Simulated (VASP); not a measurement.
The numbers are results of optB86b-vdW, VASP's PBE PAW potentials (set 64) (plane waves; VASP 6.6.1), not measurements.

VASP input:

### INCAR
```
! general
SYSTEM  =Zr
PREC    =Accurate
ENCUT   =520   ! plane-wave cut-off (eV)
LREAL   =F   ! projection in real space or not
LASPH   =T   ! aspherical one-centre terms

! electronic loop
EDIFF   =1E-7   ! SCF stop (eV)
NELM    =100   ! most electronic steps
ALGO    =Normal   ! blocked Davidson
LMAXMIX =4   ! l cut-off of mixed one-centre charges

! smearing
ISMEAR  =-5   ! tetrahedra, Bloechl

! functional
GGA     =MK
LUSE_VDW=T
AGGAC   =0.0
PARAM1  =0.1234
PARAM2  =1.0

! ions
ISIF    =2

! output
LWAVE   =F
LCHARG  =T
LORBIT  =11   ! lm-projected
NEDOS   =601
```

**POSCAR**
```
Zr
10.3041630
  0.1552175848  -0.2688447380   0.0000000000
  0.1552175848   0.2688447380   0.0000000000
  0.0000000000   0.0000000000   0.5000000020
Zr
2
Cartesian
  0.1552175848   0.0896150919   0.1250000005
  0.1552175848  -0.0896150919   0.3750000015
```

File KPOINTS:
```
Automatic mesh
0
G
 15 15 8
0 0 0
```

POTCAR, in this order: Zr_sv (PBE.64 set). Program: vasp_std.

What VASP printed:

File OSZICAR:
```
       N       E                     dE             d eps       ncg     rms          rms(c)
DAV:   1     0.225258657363E+03    0.22526E+03   -0.13712E+04  4320   0.149E+03
DAV:   2     0.187003320507E+01   -0.22339E+03   -0.22165E+03  5456   0.416E+02
DAV:   3    -0.124597617827E+02   -0.14330E+02   -0.14285E+02  8216   0.792E+01
DAV:   4    -0.127234666621E+02   -0.26370E+00   -0.26371E+00  4712   0.117E+01
DAV:   5    -0.127301656605E+02   -0.66990E-02   -0.67000E-02  6824   0.128E+00    0.151E+01
DAV:   6    -0.121687642219E+02    0.56140E+00   -0.88833E-01  4528   0.834E+00    0.611E+00
DAV:   7    -0.120597459570E+02    0.10902E+00   -0.58347E-01  6000   0.592E+00    0.109E+00
DAV:   8    -0.120654615187E+02   -0.57156E-02   -0.41880E-02  5600   0.176E+00    0.240E-01
DAV:   9    -0.120654934280E+02   -0.31909E-04   -0.13436E-03  5320   0.383E-01    0.418E-02
DAV:  10    -0.120654411084E+02    0.52320E-04   -0.31805E-05  6224   0.480E-02    0.213E-02
DAV:  11    -0.120654414837E+02   -0.37533E-06   -0.79001E-06  4808   0.352E-02    0.502E-03
DAV:  12    -0.120654416468E+02   -0.16307E-06   -0.44234E-07  4728   0.569E-03    0.257E-03
DAV:  13    -0.120654415170E+02    0.12985E-06   -0.54410E-08  2944   0.255E-03    0.106E-03
DAV:  14    -0.120654414829E+02    0.34027E-07   -0.20223E-08  2856   0.183E-03
   1 F= -.12065441E+02 E0= -.12065441E+02  d E =0.000000E+00
```

File OUTCAR:
```
------------------------ aborting loop because EDIFF is reached ----------------------------------------
  FORCE on cell =-STRESS in cart. coord.  units (eV):
  Direction    XX          YY          ZZ          XY          YZ          ZX
  --------------------------------------------------------------------------------------
  Total        0.0247672      0.0247672     -0.0612585      0.0000000     -0.0000000      0.0000000
  in kB        0.8691754      0.8691754     -2.1497913      0.0000000     -0.0000000      0.0000000
  external PRESSURE =      -0.1371468 kB  Pullay stress =       0.0000000 kB
  volume of cell :       45.65
      direct lattice vectors                 reciprocal lattice vectors
     1.599387294 -2.770220002  0.000000000     0.312619715 -0.180491080  0.000000000
     1.599387294  2.770220002  0.000000000     0.312619715  0.180491080  0.000000000
     0.000000000  0.000000000  5.152081521     0.000000000  0.000000000  0.194096308
 POSITION                                       TOTAL-FORCE (eV/Angst)
 -----------------------------------------------------------------------------------
      1.59939      0.92341      1.28802         0.000000     -0.000000      0.000000
      1.59939     -0.92341      3.86406        -0.000000      0.000000      0.000000
 -----------------------------------------------------------------------------------
    total drift:                               -0.000137      0.001127     -0.000019
  FREE ENERGIE OF THE ION-ELECTRON SYSTEM (eV)
  ---------------------------------------------------
  free  energy   TOTEN  =       -12.0654414829 eV

  energy  without entropy=      -12.0654414829  energy(sigma->0) =      -12.06544148

 total charge

# of ion       s       p       d       tot
------------------------------------------
    1        2.237   5.956   1.658   9.852
    2        2.237   5.956   1.658   9.852
--------------------------------------------------
tot          4.474  11.913   3.317  19.704
```
(Selected blocks of OUTCAR.)

### OUTCAR
```
 val. band max:        9.2065403827   @ k =   0.0667   0.0667   0.3750

 cond. band min:       9.1224604791   @ k =   0.2000   0.2000   0.5000


 Fermi energy:         9.1713148857

 k-point     1 :       0.0000    0.0000    0.0000
  band No.  band energies     occupation
      1     -39.6225      2.00000
      2     -39.4613      2.00000
      3     -18.1938      2.00000
      4     -17.2629      2.00000
      5     -17.2629      2.00000
      6     -17.1442      2.00000
      7     -17.1213      2.00000
      8     -17.1213      2.00000
      9       3.4764      2.00000
     10       6.0540      2.00000
     11      10.0135      0.00000
     12      10.0135      0.00000
     13      10.0496      0.00000
     14      10.3314      0.00000
     15      10.6989      0.00000
     16      10.6989      0.00000

 k-point     2 :       0.0667   -0.0000    0.0000
  band No.  band energies     occupation
      1     -39.6168      2.00000
      2     -39.4588      2.00000
      3     -18.1793      2.00000
      4     -17.2964      2.00000
      5     -17.2737      2.00000
      6     -17.1560      2.00000
      7     -17.1500      2.00000
      8     -17.1258      2.00000
      9       3.6055      2.00000
     10       6.1738      2.00000
     11       9.6499      0.00000
     12      10.0661      0.00000
     13      10.1331      0.00000
     14      10.3404      0.00000
     15      10.5863      0.00000
     16      10.8116      0.00000

 k-point     3 :       0.1333   -0.0000    0.0000
  band No.  band energies     occupation
      1     -39.6007      2.00000
      2     -39.4518      2.00000
      3     -18.1371      2.00000
      4     -17.3911      2.00000
      5     -17.3034      2.00000
      6     -17.2524      2.00000
      7     -17.1675      2.00000
      8     -17.1392      2.00000
      9       3.9763      2.00000
     10       6.4999      2.00000
     11       9.1900      1.00954
     12       9.4364      0.18323
     13      10.2615      0.00000
...
```

For a metal the tetrahedron method with Blöchl corrections gives inexact stress and forces.

The compound is Zr in the hcp structure. It was relaxed first.
